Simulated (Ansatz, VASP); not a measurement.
# Cross-check of Mg36H (interstitial H in hcp Mg, hop from a tetrahedral to the next octahedral site) between VASP and Ansatz

One calculation is typed for both programs; each brings its own data sets. How far apart do they land? The Ansatz run is a path of several images between two structures; VASP solves its first image, and the two are compared there.

Method: plane waves, with VASP 6.6.1 beside it; single point at LDA, in Ansatz 0.2.0.

## (1) Set-up

The cell holds 37 atoms: 36 Mg and 1 H. Cell: a = 9.368 Å, b = 9.368 Å, c = 10.239 Å, α = 90.0°, β = 90.0°, γ = 120.0°. It derives from Mg (Mg (P6_3/mmc)). Nearest the centre at fractional (0.444, 0.556, 0.438): H37 at 0.06 Å, Mg19 at 1.94 Å, Mg6 at 1.98 Å, Mg22 at 1.98 Å, Mg18 at 1.98 Å, Mg17 at 3.26 Å, Mg10 at 3.66 Å, Mg34 at 3.66 Å.

## (2) Ansatz: path of images, LDA

Ansatz runs on its default PAW (the set named soft_2) files.

With cell and atoms fixed, the geometry can't cause a difference; cores, projectors, grids and the points listed under the comparison can.

File input.yaml:

```yaml
crystal:
  lattice:
    - [9.36806809, 0.0, 0.0]
    - [-4.68403405, 8.11298495, 0.0]
    - [0.0, 0.0, 10.23902333]
  atoms:
    - { symbol: Mg, position: [0.111717329, 0.222542243, 0.125588212] }
    - { symbol: Mg, position: [0.221941776, 0.110550218, 0.3759126] }
    - { symbol: Mg, position: [0.110946956, 0.221826983, 0.625840629] }
    - { symbol: Mg, position: [0.221838788, 0.110344242, 0.876025162] }
    - { symbol: Mg, position: [0.111717329, 0.555841753, 0.125588212] }
    - { symbol: Mg, position: [0.214288726, 0.440477697, 0.373169703] }
    - { symbol: Mg, position: [0.110946956, 0.55578664, 0.625840629] }
    - { symbol: Mg, position: [0.22220481, 0.444435738, 0.874198377] }
    - { symbol: Mg, position: [0.111111111, 0.888888889, 0.125026876] }
    - { symbol: Mg, position: [0.221941776, 0.778058224, 0.3759126] }
    - { symbol: Mg, position: [0.111111111, 0.888888889, 0.625749911] }
    - { symbol: Mg, position: [0.221838788, 0.778161212, 0.876025162] }
    - { symbol: Mg, position: [0.444158247, 0.222542243, 0.125588212] }
    - { symbol: Mg, position: [0.554925804, 0.110796235, 0.375656423] }
    - { symbol: Mg, position: [0.44421336, 0.221826983, 0.625840629] }
    - { symbol: Mg, position: [0.557051556, 0.111859111, 0.875222905] }
    - { symbol: Mg, position: [0.444444444, 0.555555556, 0.119369806] }
    - { symbol: Mg, position: [0.559522303, 0.440477697, 0.373169703] }
    - { symbol: Mg, position: [0.444444444, 0.555555556, 0.626755162] }
    - { symbol: Mg, position: [0.555564262, 0.444435738, 0.874198377] }
    - { symbol: Mg, position: [0.444158247, 0.888282671, 0.125588212] }
    - { symbol: Mg, position: [0.559522303, 0.785711274, 0.373169703] }
    - { symbol: Mg, position: [0.44421336, 0.889053044, 0.625840629] }
    - { symbol: Mg, position: [0.555564262, 0.77779519, 0.874198377] }
    - { symbol: Mg, position: [0.777777778, 0.222222222, 0.125834433] }
    - { symbol: Mg, position: [0.889203765, 0.110796235, 0.375656423] }
    - { symbol: Mg, position: [0.777777778, 0.222222222, 0.624361645] }
    - { symbol: Mg, position: [0.888140889, 0.111859111, 0.875222905] }
    - { symbol: Mg, position: [0.777457757, 0.555841753, 0.125588212] }
    - { symbol: Mg, position: [0.889203765, 0.445074196, 0.375656423] }
    - { symbol: Mg, position: [0.778173017, 0.55578664, 0.625840629] }
    - { symbol: Mg, position: [0.888140889, 0.442948444, 0.875222905] }
    - { symbol: Mg, position: [0.777457757, 0.888282671, 0.125588212] }
    - { symbol: Mg, position: [0.889449782, 0.778058224, 0.3759126] }
    - { symbol: Mg, position: [0.778173017, 0.889053044, 0.625840629] }
    - { symbol: Mg, position: [0.889655758, 0.778161212, 0.876025162] }
    - { symbol: H, position: [0.444444444, 0.555555556, 0.431273616] }
basis:
  ecutwfc: 420
  xc_grid: 2
hamiltonian:
  xc: lda
kpoints:
  mp_grid: { grid: [3, 3, 3] }
scf:
  occupations: { method: methfessel_paxton, width: 0.1 }
  max_iter: 120
output:
  forces: true
neb:
  images: 3
  f_tol: 0.04
  climbing: true
  initial_path: idpp
  max_iterations: 45
  order_check: false
  final_atoms:
    - { symbol: Mg, position: [0.111749473, 0.222556877, 0.126128574] }
    - { symbol: Mg, position: [0.22196867, 0.110603589, 0.374828606] }
    - { symbol: Mg, position: [0.110593412, 0.221978847, 0.62591007] }
    - { symbol: Mg, position: [0.2225467, 0.11175965, 0.874610103] }
    - { symbol: Mg, position: [0.110903625, 0.555794407, 0.124820928] }
    - { symbol: Mg, position: [0.22196867, 0.444729362, 0.374828606] }
    - { symbol: Mg, position: [0.110993141, 0.55570489, 0.625123532] }
    - { symbol: Mg, position: [0.2225467, 0.444151332, 0.874610103] }
    - { symbol: Mg, position: [0.110903625, 0.8884735, 0.124820928] }
    - { symbol: Mg, position: [0.221976907, 0.777670594, 0.375551052] }
    - { symbol: Mg, position: [0.110993141, 0.888652533, 0.625123532] }
    - { symbol: Mg, position: [0.222214989, 0.777789635, 0.874895347] }
    - { symbol: Mg, position: [0.444141154, 0.222556877, 0.126128574] }
    - { symbol: Mg, position: [0.555694713, 0.111003319, 0.375615144] }
    - { symbol: Mg, position: [0.444719185, 0.221978847, 0.62591007] }
    - { symbol: Mg, position: [0.555784229, 0.110913802, 0.875917749] }
    - { symbol: Mg, position: [0.444141154, 0.554948559, 0.126128574] }
    - { symbol: Mg, position: [0.556094442, 0.444729362, 0.374828606] }
    - { symbol: Mg, position: [0.444719185, 0.55610462, 0.62591007] }
    - { symbol: Mg, position: [0.554938382, 0.444151332, 0.874610103] }
    - { symbol: Mg, position: [0.444472865, 0.888918574, 0.125843329] }
    - { symbol: Mg, position: [0.555694713, 0.778055676, 0.375615144] }
    - { symbol: Mg, position: [0.444710948, 0.889037615, 0.625187624] }
    - { symbol: Mg, position: [0.555784229, 0.778234709, 0.875917749] }
    - { symbol: Mg, position: [0.777779458, 0.222225166, 0.125843329] }
    - { symbol: Mg, position: [0.888642355, 0.111003319, 0.375615144] }
    - { symbol: Mg, position: [0.777660417, 0.221987084, 0.625187624] }
    - { symbol: Mg, position: [0.888463323, 0.110913802, 0.875917749] }
    - { symbol: Mg, position: [0.778224531, 0.555794407, 0.124820928] }
    - { symbol: Mg, position: [0.889027438, 0.444721125, 0.375551052] }
    - { symbol: Mg, position: [0.778045499, 0.55570489, 0.625123532] }
    - { symbol: Mg, position: [0.888908396, 0.444483043, 0.874895347] }
    - { symbol: Mg, position: [0.777779458, 0.888918574, 0.125843329] }
    - { symbol: Mg, position: [0.889027438, 0.777670594, 0.375551052] }
    - { symbol: Mg, position: [0.777660417, 0.889037615, 0.625187624] }
    - { symbol: Mg, position: [0.888908396, 0.777789635, 0.874895347] }
    - { symbol: H, position: [0.333343927, 0.333354105, 0.500369338] }
```

Started as:

```console
$ ansatz run input.yaml --threads 4 --pin off --max-ram 14131MiB --backend cpu --events-out ev --progress --plain --runs-dir out
```

Numbers of over 12 decimals in the logs are rounded to 6 here.

Output:

```text
Warning: neb: disabling space-group detection — the band's intermediate images generally break the endpoint symmetry, so no spatial operation reduces the k-mesh or symmetrises the density, except that a semilocal band can use its path's symmetry ahead of convergence; time reversal is kept, so that k and −k are solved as one point where they differ and the mesh holds both, and exact exchange and, on two spinor compone [...]
Engine: ansatz 0.2.0, aarch64-unknown-linux-gnu
Pseudopotentials: kind: paw
Pseudopotential: Mg, paw, valence charge 10, recommended cutoff 420 eV (normal), Mg.paw.azcp
Pseudopotential: H, paw, valence charge 1, recommended cutoff 420 eV (normal), H.paw.azcp
Functional definition: SPW92
  exchange = slater_x
  correlation = pw_c
parallel-image band execution: 3 concurrent image workers
NEB image 0
Crystal: 37 atoms, lattice volume = 778.196 Å³
Basis set: ecut = 420 eV, 15167 PW (Γ), exchange–correlation on 128×128×144 points (8 copies of the dense FFT grid, shifted against one another)
Bands: 218, of which v1, the nominal top of the filled ones, is band 181 counted from 1 (180 counted from 0)
Symmetry: 1 space group operations
k-points: 14 of 27 (time reversal used)
Non-local potential: Mg, projectors of the file, l = 0: 3, l = 1: 2, l = 2: 1
Non-local potential: H, projectors of the file, l = 0: 2, l = 1: 1
PAW form: soft (Blöchl's): semilocal exchange-correlation on the pseudo side does not see the compensation charge
PAW frozen core: Mg, regenerated for the run's functional, and the local potential with it (the file was generated under x = pbe(κ = 0.804, μ = 0.219515), c = pbe(β = 0.066725))
PAW one-centre angular grid: Mg, 110 points (default); XC on 64 Gauss nodes
PAW one-centre angular grid: H, 110 points (default); XC on 64 Gauss nodes
Initial density: superposition of atomic densities (neutral atoms: chi_scale 0, normalization atom), corrected by the library's trained network
Initial wavefunctions: pseudopotential atomic-orbital guess
Functional: x = slater, c = lda
SCF iter   1: F=—  HF=-68473.319281 eV  |F-HF|=—  |Δ(HF+E_count)|=         —  Δρ=6.70e-3  dr2=1.36e-1  ethr=1.77e-3  ⟨swp⟩=9.3  Hψ=12761  notcnv=0  defer=30
preconditioner: auto → Resta (q_TF=auto, 2.400 Å⁻¹)  ε∞=5.9  [insulator: Δε(μ)=0.106 eV  Ē_g=5.150 eV  σ=0.100 eV  W_gap=0.69  n_scr=186 (ndim 8)  ℏωp=11.4 eV  f_vac=0.000  D(μ)=13.26/eV (n_scr^D=70)  ε∞_Penn≈5.9]
SCF iter   2: F=—  HF=-68473.185221 eV  |F-HF|=—  |Δ(HF+E_count)|=   1.34e-1  S|Δr|=    0.00e0  Δρ=2.43e-3  dr2=2.53e-2  ethr=3.78e-5  ⟨swp⟩=2.1  Hψ=5677  notcnv=0  defer=47
SCF iter   3: F=—  HF=-68473.176230 eV  |F-HF|=—  |Δ(HF+E_count)|=   8.99e-3  S|Δr|=    0.00e0  Δρ=6.28e-4  dr2=4.04e-3  ethr=7.02e-6  ⟨swp⟩=2.0  Hψ=5163  notcnv=0  defer=47
SCF iter   4: F=—  HF=-68473.176309 eV  |F-HF|=—  |Δ(HF+E_count)|=   7.88e-5  S|Δr|=    0.00e0  Δρ=2.24e-4  dr2=2.69e-3  ethr=1.12e-6  ⟨swp⟩=2.0  Hψ=3166  notcnv=0  defer=47
SCF iter   5: F=—  HF=-68473.176038 eV  |F-HF|=—  |Δ(HF+E_count)|=   2.71e-4  S|Δr|=    0.00e0  Δρ=4.83e-5  dr2=2.69e-5  ethr=7.44e-7  ⟨swp⟩=2.0  Hψ=2953  notcnv=0  defer=47
SCF iter   6: F=—  HF=-68473.176375 eV  |F-HF|=—  |Δ(HF+E_count)|=   3.38e-4  S|Δr|=    0.00e0  Δρ=7.37e-6  dr2=1.40e-6  ethr=7.44e-9  ⟨swp⟩=3.0  Hψ=5222  notcnv=0  defer=47
SCF iter   7: F=—  HF=-68473.176375 eV  |F-HF|=—  |Δ(HF+E_count)|=   5.49e-8  S|Δr|=    0.00e0  Δρ=2.67e-6  dr2=5.59e-7  ethr=3.88e-10  ⟨swp⟩=2.0  Hψ=3065  notcnv=0  defer=47
SCF iter   8: F=-68473.176375 eV  HF=-68473.176375 eV  |F-HF|=2.11e-8  |Δ(HF+E_count)|=   3.49e-8  S|Δr|=    0.00e0  Δρ=9.29e-7  dr2=2.58e-8  ethr=2.77e-11  ⟨swp⟩=2.2  Hψ=8335  notcnv=0
SCF 1 converged in 8 iterations: F = -68473.176375 eV  dr2 = 2.58e-8
  greatest PAW one-centre occupation: 1.000 electrons in one spin orbital (limit 2), on the Mg atom at site 17 (counted from 0), in its partial waves of l = 1
NSCF: frozen V_eff on 14 k-points
NEB image 4
SCF iter   1: F=—  HF=-68473.243903 eV  |F-HF|=—  |Δ(HF+E_count)|=         —  Δρ=6.67e-3  dr2=1.24e-1  ethr=1.77e-3  ⟨swp⟩=9.2  Hψ=12678  notcnv=0  defer=30
preconditioner: auto → Resta (q_TF=auto, 2.400 Å⁻¹)  ε∞=5.9  [insulator: Δε(μ)=0.085 eV  Ē_g=5.143 eV  σ=0.100 eV  W_gap=0.60  n_scr=186 (ndim 8)  ℏωp=11.4 eV  f_vac=0.000  D(μ)=13.42/eV (n_scr^D=70)  ε∞_Penn≈5.9]
SCF iter   2: F=—  HF=-68473.111818 eV  |F-HF|=—  |Δ(HF+E_count)|=   1.32e-1  S|Δr|=    0.00e0  Δρ=2.40e-3  dr2=2.24e-2  ethr=3.43e-5  ⟨swp⟩=2.1  Hψ=5589  notcnv=0  defer=53
[...]
k-point 2: bands = [... 177 lower, 5.5999, 5.7008, 5.7856, 6.0485, 6.2017, 6.2286, 6.2421, 6.3143, ... 33 higher]
  k-point 13: bands = [... 177 lower, 5.6791, 5.7093, 5.7229, 5.7715, 6.1969, 6.4714, 6.5311, 6.5940, ... 33 higher]
this run last wrote the band of iteration 4 to <dir>
--- NEB band (5 images, 4 band iterations, 91 SCF iterations) ---
  forward barrier  = 0.217756 eV
  backward barrier = 0.145315 eV
  lagrangian_above_aufbau_ev (what the smearing adds, to first order; not taken off the barriers): saddle image +0.007243 eV, end points +0.007653 and +0.006818 eV
  climbing image's point = of an order that was not read
  energies are F+E_penalty+E_count in eV, relative to image 0
  image     s (Å)  Δ vs image 0  max|band force component| (eV/Å)
      0    0.0000      0.000000                                 —
      1    0.4673      0.119398                          8.873e-3
  *   2    0.9347      0.217756                          1.547e-2
      3    1.4483      0.140502                          1.627e-2
      4    1.9620      0.072441                                 —
  climbing-image geometry (image 2):
  cell:  # Å, volume = 778.1964 Å³
    - [9.36806809, 0.0, 0.0]
    - [-4.68403405, 8.11298495, 0.0]
    - [0.0, 0.0, 10.23902333]
  atoms:
    - { symbol: Mg, position: [0.111918, 0.222460, 0.125399] }
    - { symbol: Mg, position: [0.220995, 0.108702, 0.374635] }
    - { symbol: Mg, position: [0.108692, 0.220474, 0.626615] }
    - { symbol: Mg, position: [0.221946, 0.110596, 0.875594] }
    - { symbol: Mg, position: [0.110963, 0.555634, 0.123687] }
    - { symbol: Mg, position: [0.215119, 0.442781, 0.370930] }
    - { symbol: Mg, position: [0.109972, 0.555184, 0.625925] }
    - { symbol: Mg, position: [0.221642, 0.443625, 0.874906] }
    - { symbol: Mg, position: [0.110470, 0.887456, 0.124719] }
    - { symbol: Mg, position: [0.221834, 0.776017, 0.375615] }
    - { symbol: Mg, position: [0.111292, 0.889063, 0.624513] }
    - { symbol: Mg, position: [0.221667, 0.778135, 0.875260] }
    - { symbol: Mg, position: [0.443753, 0.222371, 0.124855] }
    - { symbol: Mg, position: [0.555027, 0.111438, 0.375969] }
    - { symbol: Mg, position: [0.444573, 0.221388, 0.625903] }
    - { symbol: Mg, position: [0.556003, 0.110855, 0.875672] }
    - { symbol: Mg, position: [0.444735, 0.556213, 0.122989] }
    - { symbol: Mg, position: [0.562212, 0.442977, 0.369302] }
    - { symbol: Mg, position: [0.446113, 0.560395, 0.633473] }
    - { symbol: Mg, position: [0.555355, 0.443902, 0.874241] }
    - { symbol: Mg, position: [0.443961, 0.889458, 0.126044] }
    - { symbol: Mg, position: [0.557151, 0.780811, 0.374707] }
    - { symbol: Mg, position: [0.443863, 0.888012, 0.625326] }
    - { symbol: Mg, position: [0.556301, 0.779285, 0.878110] }
[...]
- { symbol: Mg, position: [0.778350, 0.555890, 0.123061] }
    - { symbol: Mg, position: [0.888927, 0.444257, 0.375315] }
    - { symbol: Mg, position: [0.778572, 0.555484, 0.625836] }
    - { symbol: Mg, position: [0.888288, 0.443200, 0.874605] }
    - { symbol: Mg, position: [0.778908, 0.889476, 0.126151] }
    - { symbol: Mg, position: [0.887915, 0.776297, 0.375557] }
    - { symbol: Mg, position: [0.776980, 0.887683, 0.625372] }
    - { symbol: Mg, position: [0.889910, 0.778358, 0.875123] }
    - { symbol: H, position: [0.394067, 0.452112, 0.467705] }
```

## (3) VASP: single point, LDA

The same cell, functional (in two slightly different forms), mesh and smearing now go to VASP, with its own data sets.

Lines of VASP's logs that name or quote its potential files are left out, and so is its time.

File INCAR:

```
SYSTEM = Mg36H
PREC = Accurate
ENCUT = 520
EDIFF = 1E-06
NELM = 120
ISMEAR = 1
SIGMA = 0.1
LREAL = Auto
ALGO = Normal
GGA = CA
NBANDS = 64
LORBIT = 11
LWAVE = .FALSE.
LCHARG = .FALSE.
ISIF = 2
LASPH = .TRUE.
GGA_COMPAT = .FALSE.
KPAR = 4
```

File POSCAR:

```
Mg36H
1.0
    9.3680680926      0.0000000000      0.0000000000
   -4.6840340463      8.1129849525      0.0000000000
    0.0000000000      0.0000000000     10.2390233321
Mg H
36 1
Direct
    0.1117173262      0.2225422592      0.1255882479
    0.2219417939      0.1105501866      0.3759126115
    0.1109469044      0.2218269861      0.6258406483
    0.2218388108      0.1103442204      0.8760251549
    0.1117173587      0.5558417804      0.1255882479
    0.2142887468      0.4404777059      0.3731696741
    0.1109469677      0.5557866835      0.6258406483
    0.2222048180      0.4444356819      0.8741984181
    0.1111111389      0.8888888667      0.1250268662
    0.2219417477      0.7780582655      0.3759126115
    0.1111111389      0.8888888667      0.6257499170
    0.2218387476      0.7781611869      0.8760251549
    0.4441582275      0.2225422592      0.1255882479
    0.5549257518      0.1107962119      0.3756564347
    0.4442133761      0.2218269861      0.6258406483
    0.5570515360      0.1118590760      0.8752229299
    0.4444444869      0.5555555725      0.1193697837
    0.5595223604      0.4404777059      0.3731696741
    0.4444444869      0.5555555725      0.6267551886
    0.5555642651      0.4444356819      0.8741984181
    0.4441582048      0.8882826780      0.1255882479
    0.5595223534      0.7857113057      0.3731696741
    0.4442133324      0.8890530479      0.6258406483
    0.5555643158      0.7777952304      0.8741984181
    0.7777778348      0.2222222783      0.1258344627
    0.8892037447      0.1107962119      0.3756564347
    0.7777778348      0.2222222783      0.6243616010
    0.8881408245      0.1118590760      0.8752229299
    0.7774578228      0.5558417804      0.1255882479
    0.8892037780      0.4450741646      0.3756564347
    0.7781730103      0.5557866835      0.6258406483
    0.8881409139      0.4429484365      0.8752229299
    0.7774577676      0.8882826780      0.1255882479
    0.8894498122      0.7780582655      0.3759126115
    0.7781730100      0.8890530479      0.6258406483
    0.8896557338      0.7781611869      0.8760251549
    0.4444444869      0.5555555725      0.4312736534
```

File KPOINTS:

```
Automatic mesh
0
Gamma
3 3 3
0 0 0
```

PAW data sets: Mg and H (LDA family, release 64).

Started as:

```console
$ mpirun -np 4 vasp_std
```

Output:

```text
[banner, memory and clock lines left out]
running    4 mpi-ranks, on    1 nodes
[...]
LDA part: xc-table for (Slater(with rela. corr.)+CA(PZ))
 , standard interpolation
 POSCAR, INCAR and KPOINTS ok, starting setup
[...]
entering main loop
       N       E                     dE             d eps       ncg     rms          rms(c)
DAV:   1     0.623389505030E+02    0.62339E+02   -0.21271E+04   896   0.837E+02
DAV:   2    -0.619001656330E+02   -0.12424E+03   -0.11533E+03  1024   0.969E+01
DAV:   3    -0.692179902595E+02   -0.73178E+01   -0.70221E+01  1120   0.184E+01
DAV:   4    -0.693482529248E+02   -0.13026E+00   -0.12960E+00  1088   0.261E+00
[...]
DAV:  11    -0.685441812637E+02   -0.13277E-04   -0.60177E-04  1072   0.551E-02    0.142E-02
DAV:  12    -0.685441851571E+02   -0.38934E-05   -0.72920E-05  1040   0.181E-02    0.627E-03
DAV:  13    -0.685441844187E+02    0.73841E-06   -0.20548E-06   928   0.377E-03
   1 F= -.68544184E+02 E0= -.68551469E+02  d E =0.218545E-01
```

Parts of OUTCAR (step 3):

```text
  Total        1.3816398      1.3816398     -5.3786055      0.0000000      0.0000000      0.0000000
  in kB        2.8445671      2.8445671    -11.0736560      0.0000000      0.0000000      0.0000000
  external PRESSURE =      -1.7948406 kB  Pullay stress =       0.0000000 kB

 POSITION                                       TOTAL-FORCE (eV/Angst)
 -----------------------------------------------------------------------------------
      0.00418      1.80548      1.28590         0.000673      0.000325     -0.000559
      1.56134      0.89689      3.84898         0.000000      0.000291     -0.002274
      0.00031      1.79968      6.40800        -0.001650     -0.001749     -0.002543
      1.56134      0.89522      8.96964         0.000000      0.000254     -0.000625
     -1.55701      4.50954      1.28590         0.000618      0.000420     -0.000559
     -0.05574      3.57359      3.82089         0.002921      0.001686      0.007135
     -1.56396      4.50909      6.40800        -0.002340     -0.000554     -0.002543
     -0.00012      3.60570      8.95094        -0.001284     -0.000741      0.002249
     -3.12269      7.21154      1.28015         0.000000     -0.000000      0.001527
     -1.56529      6.31238      3.84898         0.000252     -0.000146     -0.002274
     -3.12269      7.21154      6.40707         0.000000     -0.000000      0.000447
     -1.56673      6.31321      8.96964         0.000220     -0.000127     -0.000625
      3.11851      1.80548      1.28590        -0.000673      0.000325     -0.000559
      4.67961      0.89889      3.84635         0.001462      0.000844      0.000933
[...]
-----------------------------------------------------------------------------------
    total drift:                               -0.000066      0.000000      0.001327

  FREE ENERGIE OF THE ION-ELECTRON SYSTEM (eV)
  ---------------------------------------------------
  free  energy   TOTEN  =       -68.5441844187 eV

  energy  without entropy=      -68.5660388829  energy(sigma->0) =      -68.55146924

[... 2 further parts left out ...]
[key lines of the parts left out:]
E-fermi :   2.6388
```

The run ends at a pressure of -0.18 GPa, with forces up to 0.013 eV/Å.

## (4) Side by side

Known differences besides the potentials themselves: the two LDA forms differ slightly; the data sets hold 361 valence electrons in Ansatz (on its default PAW (the set named soft_2) files) and 73 in VASP; the cutoff is 420 eV in Ansatz and 520 eV in VASP (PREC = Accurate, projectors in real space); VASP's log shows a relativistic correction to its local exchange, Ansatz's none. Total energies have different zeros and are not compared.

The forces differ by 0.41 meV/Å r.m.s.; no other quantity is compared for this pair.

## (5) Summary of results

```
r.m.s. force difference (single point, LDA) : 0.41 meV/Å
```

**Reading.** The r.m.s. force difference is 0.41 meV/Å (single point, LDA), within the 12 meV/Å picked in this series as the mark of a large difference. The data sets hold unlike numbers of valence electrons (361 in Ansatz and 73 in VASP), so part of the differences comes from the potentials. 4 further runs of this series are not shown here. Such differences can come from data sets, numerical settings and the points named under the comparisons, not from the functional's error against experiment.

[Lines on the potential files, build, host, timing and source positions are cut from VASP's logs without a mark.]

[Logs are printed without paths, hosts, clocks, repeated set-up lines and the standing remarks that a program may print on its own settings, such as how far it seeks lower states.]

[Hosts, paths, dates, database ids (printed as entryN), source tags and the programs' standing remarks are cut or masked in the printed files.]
